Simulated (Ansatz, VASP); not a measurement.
# YbRu: VASP beside Ansatz

File INCAR:

```
SYSTEM = YbRu
PREC = Accurate
ENCUT = 520
EDIFF = 1E-7
ISMEAR = -1
SIGMA = 0.05
LREAL = .False.
LASPH = .True.
NELM = 150
ALGO = Normal
ISIF = 2
LWAVE = .False.
LCHARG = .False.
ISPIN = 2
MAGMOM = 1 1
LORBIT = 11
LMAXMIX = 6
GGA = PE
NBANDS = 30
```

File KPOINTS:

```
Automatic mesh
0
Gamma
  6 6 6
  0 0 0
```

File POSCAR:

```
YbRu
1.0
    0.0000000000      2.7745200000      2.7745200000
    2.7745200000      0.0000000000      2.7745200000
    2.7745200000      2.7745200000      0.0000000000
Yb Ru
1 1
Direct
    0.5000000000      0.5000000000      0.5000000000
    0.0000000000      0.0000000000      0.0000000000
```

The input KPOINTS_OPT:

```
path GXWKGLUWLK,UX
15
line-mode
reciprocal
 0.0000000000  0.0000000000  0.0000000000  G
 0.5000000000  0.0000000000  0.5000000000  X

 0.5000000000  0.0000000000  0.5000000000  X
 0.5000000000  0.2500000000  0.7500000000  W

 0.5000000000  0.2500000000  0.7500000000  W
 0.3750000000  0.3750000000  0.7500000000  K

 0.3750000000  0.3750000000  0.7500000000  K
 0.0000000000  0.0000000000  0.0000000000  G

 0.0000000000  0.0000000000  0.0000000000  G
 0.5000000000  0.5000000000  0.5000000000  L

 0.5000000000  0.5000000000  0.5000000000  L
 0.6250000000  0.2500000000  0.6250000000  U

 0.6250000000  0.2500000000  0.6250000000  U
 0.5000000000  0.2500000000  0.7500000000  W

 0.5000000000  0.2500000000  0.7500000000  W
 0.5000000000  0.5000000000  0.5000000000  L

 0.5000000000  0.5000000000  0.5000000000  L
 0.3750000000  0.3750000000  0.7500000000  K

 0.6250000000  0.2500000000  0.6250000000  U
 0.5000000000  0.0000000000  0.5000000000  X
```

File input.yaml:

```yaml
crystal:
  lattice:
    - [0.0, 2.77452, 2.77452]
    - [2.77452, 0.0, 2.77452]
    - [2.77452, 2.77452, 0.0]
  atoms:
    - { symbol: Yb, position: [0.5, 0.5, 0.5], spin: 1.0 }
    - { symbol: Ru, position: [0.0, 0.0, 0.0], spin: 1.0 }
hamiltonian:
  xc: pbe
  pseudopotentials: { kind: paw }
magnetization:
  spin_polarized: true
kpoints:
  mp_grid: { grid: [6, 6, 6] }
  band_path:
    path:
      - [[0.0, 0.0, 0.0], [0.5, 0.0, 0.5], [0.5, 0.25, 0.75], [0.375, 0.375, 0.75], [0.0, 0.0, 0.0], [0.5, 0.5, 0.5], [0.625, 0.25, 0.625], [0.5, 0.25, 0.75], [0.5, 0.5, 0.5], [0.375, 0.375, 0.75]]
      - [[0.625, 0.25, 0.625], [0.5, 0.0, 0.5]]
    npoints: 14
scf:
  occupations: { method: fermi_dirac, width: 0.05 }
  n_extra_bands: 6
output:
  forces: true
  stress: true
  eigenvalues: true
  fatbands: true
```

The cell was built by a generator and needn't be a form met in nature.

Alike in both runs: task band structure; functional PBE; k mesh 6 × 6 × 6; occupations fermi-dirac, width 0.05 eV; collinear spin, ferromagnetic start.

```csv
,VASP,Ansatz
version,VASP 6.6.1,Ansatz 0.2.0
potentials or method,"VASP PAW PBE potentials, release 64 (Yb, Ru_pv)",Ansatz PAW
plane-wave cutoff (eV),520,420
valence electrons in the cell,38,40
```

VASP gave:

```
gap on the k mesh at the Fermi level (eV)                     : none
pressure (GPa)                                                : 0.6
net moment per atom (μB)                                      : 0.47
size of the moment on the site where the two differ most (μB) : 0.71
```

**Question.** Which values does Ansatz return?

**Answer.** gap on the k mesh at the Fermi level (eV): none; pressure (GPa): 0.6; net moment per atom (μB): 0.48; size of the moment on the site where the two differ most (μB): 0.68.

Site moments also hang on the region over which each program counts them. A gap of «none» marks a metal or a gap that the smearing closes. The two sets of potentials don't hold the same shells in valence.

Caveats: spin-orbit coupling is left out, which moves the levels of the heavy elements; without U or exact exchange the open f shell lies at the Fermi level, which spoils levels, moments and volumes. The state reached can hang on the start; a lower one may exist.
